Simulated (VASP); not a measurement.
Energy against volume of AgCl (rock salt). Calculation: PBE GGA, VASP's PBE PAW potentials (set 64) (plane waves; VASP). Run with 520 eV cut-off, 8×8×8 Γ-centred mesh, Gaussian smearing of 0.050 eV, potentials Ag Cl.

```tsv
V (Å³/atom)	E (eV/atom)
20.706	-2.68822
21.367	-2.69759
22.028	-2.70061
22.689	-2.69842
```

### Question
Fit these four points and predict the energy of the run at 23.350 Å³/atom.

### Answer
A cubic in V^(−2/3), the third-order Birch-Murnaghan form, passes through the four points with V0 = 22.06 Å³/atom and B0 = 42 GPa, and gives -2.6920 eV/atom there. The run gave -2.6919 eV/atom, +0.1 meV/atom from the fit; all five points give B0 = 42 GPa.

The compound is AgCl in the rock salt structure. It was relaxed first.
